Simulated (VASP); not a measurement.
```
CELL_PARAMETERS angstrom
      3.75397    -1.91760     0.00000
      3.75397     1.91760     0.00000
      2.77442     0.00000     3.17365
ATOMIC_POSITIONS crystal
  As 0.22700 0.22700 0.22700
  As 0.77300 0.77300 0.77300
```

The base run (VASP): PBE GGA, plane waves, VASP's PBE PAW potentials (set 64). Run with 400 eV cut-off, 10×10×10 Γ-centred mesh, first-order Methfessel-Paxton smearing of 0.10 eV, potentials As.

The base run took about 20 core-seconds. Costs are core time on shared hosts, one run each; read them as rough ratios.

Pressures at a finite cut-off, here 400 eV, hold a Pulay part, which wasn't tested here.

```
setting                                                                         cost over the base run  electronic steps  pressure (GPa)
------------------------------------------------------------------------------  ----------------------  ----------------  --------------
base run                                                                                     reference                10           -0.90
GGA = 91                                                                          within a factor of 2                10           -0.75
GGA = RP                                                                          within a factor of 2                11            0.68
AGGAC = 0.0, GGA = BO, LUSE_VDW = .TRUE., PARAM1 = 0.1833333333, PARAM2 = 0.22    within a factor of 2                10           -0.07
GGA removed, LMIXTAU = .TRUE., METAGGA = R2SCAN                                          about 7 times                15           -2.85
GGA removed, LMIXTAU = .TRUE., METAGGA = TPSS                                            about 8 times                17           -1.80
GGA removed, LMIXTAU = .TRUE., METAGGA = SCAN                                                        ?                 ?               ?
```

Q: Fill in the missing entries.

A: 
- GGA removed, LMIXTAU = .TRUE., METAGGA = SCAN, cost over the base run: about 9 times
- GGA removed, LMIXTAU = .TRUE., METAGGA = SCAN, electronic steps: 21
- GGA removed, LMIXTAU = .TRUE., METAGGA = SCAN, pressure (GPa): -3.71

Left out are runs that failed, have no time on record or changed the cell.

The compound is As in the a7 structure. The cell was not relaxed at this level.
